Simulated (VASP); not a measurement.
An input for Quantum ESPRESSO's pw.x (written as the equivalent of a VASP run, and not itself run):

```
&CONTROL
  calculation = 'scf'
  pseudo_dir = './pseudo'
  outdir = './out'
  tprnfor = .true.
  tstress = .true.
/
&SYSTEM
  ibrav = 0
  nat = 3
  ntyp = 2
  ecutwfc = 76
  occupations = 'smearing'
  smearing = 'methfessel-paxton'
  degauss = 0.00735
  input_dft = 'pbe'
  vdw_corr = 'grimme-d3'
  dftd3_version = 4
  dftd3_threebody = .false.
/
&ELECTRONS
  conv_thr = 7.3e-09
  electron_maxstep = 100
/
ATOMIC_SPECIES
  Al 26.982 Al.upf
  Au 196.967 Au.upf
CELL_PARAMETERS angstrom
     0.0000000    3.0233795    3.0233795
     3.0233795    0.0000000    3.0233795
     3.0233795    3.0233795    0.0000000
ATOMIC_POSITIONS crystal
  Al   0.2500000  0.2500000  0.2500000
  Al   0.7500000  0.7500000  0.7500000
  Au   0.0000000  0.0000000  0.0000000
K_POINTS automatic
  9 9 9 0 0 0
```

**Question.** Translate this input to VASP (INCAR, KPOINTS, POSCAR, choice of POTCAR).

**Answer.** Several could match; the one computed here: 
**INCAR**
```
# general
SYSTEM  = AuAl2
PREC    = Accurate
ENCUT   = 520
LREAL   = .False.
LASPH   = .True.

# electronic loop
EDIFF   = 1E-7
NELM    = 100
ALGO    = Normal
LMAXMIX = 6   # l cut-off of mixed one-centre charges

# smearing
ISMEAR  = 1
SIGMA   = 0.1   # width (eV)

# functional
GGA     = PE   # PBE
IVDW    = 12

# ions
ISIF    = 2   # forces and stress, cell fixed

# output
LWAVE   = .False.
LCHARG  = .False.
```

**KPOINTS**
```
Automatic mesh
0
Gamma
9 9 9
0 0 0
```

POSCAR:
```
AuAl2
6.0467590
  0.0000000000   0.4999999935   0.4999999935
  0.4999999935   0.0000000000   0.4999999935
  0.4999999935   0.4999999935   0.0000000000
Al Au
2 1
Direct
  0.2500000000   0.2500000000   0.2500000000
  0.7500000000   0.7500000000   0.7500000000
  0.0000000000   0.0000000000   0.0000000000
```

POTCAR, in this order: Al Au (PBE.64 set). Program: vasp_std.

What does not carry over: the potentials are each code's own (VASP's PAW set, PseudoDojo norm-conserving files in pw.x), so ENCUT and ecutwfc are chosen apart and not converted; conv_thr bounds pw.x's estimated SCF error, while EDIFF bounds the energy change between steps.

The compound is AuAl2 in the fluorite structure. This cell is one point of a volume scan, at 1.03 of the reference volume.
